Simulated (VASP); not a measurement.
The input files of a VASP run:

File POSCAR:
```
SiC
1
    1.5708000000    -2.7207050000     0.0000000000
    1.5708000000     2.7207050000     0.0000000000
    0.0000000000     0.0000000000     5.1510000000
Si C
2 2
Direct
  0.6666670000   0.3333330000   0.5000000000
  0.3333330000   0.6666670000   0.0000000000
  0.6666670000   0.3333330000   0.8750000000
  0.3333330000   0.6666670000   0.3750000000
```

File KPOINTS:
```
Automatic mesh
0
Gamma
6 6 4
0 0 0
```

### INCAR
```
SYSTEM = SiC
PREC = Accurate
ENCUT = 520
EDIFF = 1E-6
NELM = 60
ALGO = Normal
LREAL = .FALSE.
LASPH = .TRUE.
ISMEAR = 0
SIGMA = 0.05
GGA = PE
LWAVE = .FALSE.
LCHARG = .FALSE.
ISIF = 2
IMIX = 1
AMIX = 1.5
BMIX = 0.0001
```

POTCAR, in this order: Si C (PBE.64 set). Program: vasp_std.

### Question
Does this input run properly? What does VASP do?

### Answer
There is a fault: simple mixing (IMIX = 1) with AMIX above 1 overshoots. The run did not converge; its last values are not results. Against the sound run, the energy per atom (σ→0) drops by 595.116 eV/atom; the pressure falls by 83.71 GPa; the band gap falls by 2.35 eV.

standard output:
```
...
DAV:  21    -0.221893342016E+04    0.21050E+03   -0.17607E+04   916   0.401E+02    0.350E+02
DAV:  22    -0.240924658662E+04   -0.19031E+03   -0.20443E+04   684   0.983E+02    0.364E+02
DAV:  23    -0.219745755528E+04    0.21179E+03   -0.17542E+04   904   0.397E+02    0.373E+02
DAV:  24    -0.239524054478E+04   -0.19778E+03   -0.20361E+04   680   0.990E+02    0.358E+02
DAV:  25    -0.219400640964E+04    0.20123E+03   -0.17508E+04   908   0.394E+02    0.350E+02
DAV:  26    -0.239582187739E+04   -0.20182E+03   -0.20327E+04   676   0.985E+02    0.349E+02
DAV:  27    -0.219551115971E+04    0.20031E+03   -0.17524E+04   928   0.394E+02    0.352E+02
DAV:  28    -0.241094934729E+04   -0.21544E+03   -0.20502E+04   680   0.992E+02    0.356E+02
DAV:  29    -0.220000578912E+04    0.21094E+03   -0.17475E+04   920   0.395E+02    0.358E+02
DAV:  30    -0.240968839567E+04   -0.20968E+03   -0.20589E+04   672   0.996E+02    0.360E+02
DAV:  31    -0.219377241260E+04    0.21592E+03   -0.17497E+04   916   0.395E+02    0.357E+02
DAV:  32    -0.238497645480E+04   -0.19120E+03   -0.20199E+04   672   0.982E+02    0.354E+02
DAV:  33    -0.218866311936E+04    0.19631E+03   -0.17424E+04   920   0.392E+02    0.355E+02
DAV:  34    -0.240796302989E+04   -0.21930E+03   -0.20522E+04   680   0.993E+02    0.352E+02
DAV:  35    -0.218998807293E+04    0.21797E+03   -0.17504E+04   896   0.397E+02    0.351E+02
DAV:  36    -0.238409530589E+04   -0.19411E+03   -0.20197E+04   692   0.980E+02    0.349E+02
DAV:  37    -0.218948773097E+04    0.19461E+03   -0.17302E+04   904   0.394E+02    0.343E+02
DAV:  38    -0.238784180665E+04   -0.19835E+03   -0.20214E+04   684   0.980E+02    0.341E+02
DAV:  39    -0.218156030303E+04    0.20628E+03   -0.17397E+04   912   0.394E+02    0.345E+02
DAV:  40    -0.236741520407E+04   -0.18585E+03   -0.20113E+04   676   0.976E+02    0.347E+02
DAV:  41    -0.218156249198E+04    0.18585E+03   -0.17445E+04   920   0.396E+02    0.346E+02
DAV:  42    -0.239877873962E+04   -0.21722E+03   -0.20355E+04   680   0.987E+02    0.346E+02
DAV:  43    -0.219082723990E+04    0.20795E+03   -0.17583E+04   912   0.397E+02    0.346E+02
DAV:  44    -0.239955896356E+04   -0.20873E+03   -0.20363E+04   688   0.985E+02    0.344E+02
DAV:  45    -0.219766484686E+04    0.20189E+03   -0.17413E+04   920   0.397E+02    0.340E+02
DAV:  46    -0.239216684692E+04   -0.19450E+03   -0.20264E+04   676   0.976E+02    0.337E+02
DAV:  47    -0.219400331307E+04    0.19816E+03   -0.17529E+04   916   0.393E+02    0.340E+02
DAV:  48    -0.240812803736E+04   -0.21412E+03   -0.20496E+04   684   0.985E+02    0.338E+02
DAV:  49    -0.220318645214E+04    0.20494E+03   -0.17694E+04   920   0.395E+02    0.340E+02
DAV:  50    -0.242132051604E+04   -0.21813E+03   -0.20676E+04   676   0.999E+02    0.361E+02
DAV:  51    -0.220697872238E+04    0.21434E+03   -0.17554E+04   900   0.399E+02    0.369E+02
DAV:  52    -0.240712973294E+04   -0.20015E+03   -0.20402E+04   684   0.987E+02    0.358E+02
DAV:  53    -0.220781871373E+04    0.19931E+03   -0.17475E+04   928   0.399E+02    0.351E+02
DAV:  54    -0.242002102148E+04   -0.21220E+03   -0.20618E+04   680   0.996E+02    0.349E+02
DAV:  55    -0.220836736897E+04    0.21165E+03   -0.17370E+04   916   0.396E+02    0.345E+02
DAV:  56    -0.241314428191E+04   -0.20478E+03   -0.20533E+04   672   0.992E+02    0.344E+02
DAV:  57    -0.220109484922E+04    0.21205E+03   -0.17451E+04   888   0.400E+02    0.347E+02
DAV:  58    -0.240775922971E+04   -0.20666E+03   -0.20476E+04   688   0.991E+02    0.347E+02
DAV:  59    -0.220243668123E+04    0.20532E+03   -0.17372E+04   920   0.399E+02    0.349E+02
DAV:  60    -0.241050491889E+04   -0.20807E+03   -0.20496E+04   676   0.993E+02

 -----------------------------------------------------------------------------
|                                                                             |
|           W    W    AA    RRRRR   N    N  II  N    N   GGGG   !!!           |
|           W    W   A  A   R    R  NN   N  II  NN   N  G    G  !!!           |
|           W    W  A    A  R    R  N N  N  II  N N  N  G       !!!           |
|           W WW W  AAAAAA  RRRRR   N  N N  II  N  N N  G  GGG   !            |
|           WW  WW  A    A  R   R   N   NN  II  N   NN  G    G                |
|           W    W  A    A  R    R  N    N  II  N    N   GGGG   !!!           |
|                                                                             |
|     The electronic self-consistency was not achieved in the given           |
|     number of steps (NELM). The forces and other quantities evaluated       |
|     might not be reliable so examine the results carefully. If you find     |
|     spurious results, we suggest increasing NELM, if you were close to      |
|     convergence or switching to a different ALGO or adjusting the           |
|     density mixing parameters otherwise.                                    |
|                                                                             |
 -----------------------------------------------------------------------------

   1 F= -.24105049E+04 E0= -.24105043E+04  d E =-.117539E-02
```

OUTCAR:
```
------------------------ aborting loop EDIFF was not reached (unconverged)  ----------------------------
  FORCE on cell =-STRESS in cart. coord.  units (eV):
  Direction    XX          YY          ZZ          XY          YZ          ZX
  --------------------------------------------------------------------------------------
  Total      -26.9697679    -26.9697598    -22.6108713      0.0000000      0.0000000      0.0000000
  in kB     -981.4403258   -981.4400311   -822.8183855      0.0000000      0.0000000      0.0000000
  external PRESSURE =    -928.5662475 kB  Pullay stress =       0.0000000 kB
  volume of cell :       44.03
      direct lattice vectors                 reciprocal lattice vectors
     1.570800000 -2.720705000  0.000000000     0.318309142 -0.183775896  0.000000000
     1.570800000  2.720705000  0.000000000     0.318309142  0.183775896  0.000000000
     0.000000000  0.000000000  5.151000000     0.000000000  0.000000000  0.194137061
  FREE ENERGIE OF THE ION-ELECTRON SYSTEM (eV)
  ---------------------------------------------------
  free  energy   TOTEN  =     -2410.5049188887 eV

  energy  without entropy=    -2410.5037434937  energy(sigma->0) =    -2410.50433119
```
(Selected blocks of OUTCAR.)

To mend it, remove IMIX, remove AMIX, remove BMIX.

The mended run (PBE GGA, plane waves, VASP's PBE PAW potentials (set 64)) converges, and its OSZICAR ends with
```
   1 F= -.30039778E+02 E0= -.30039778E+02  d E =-.281367E-15
```

The compound is SiC in the wurtzite structure, the rare 2H polytype. The cell was not relaxed at this level.
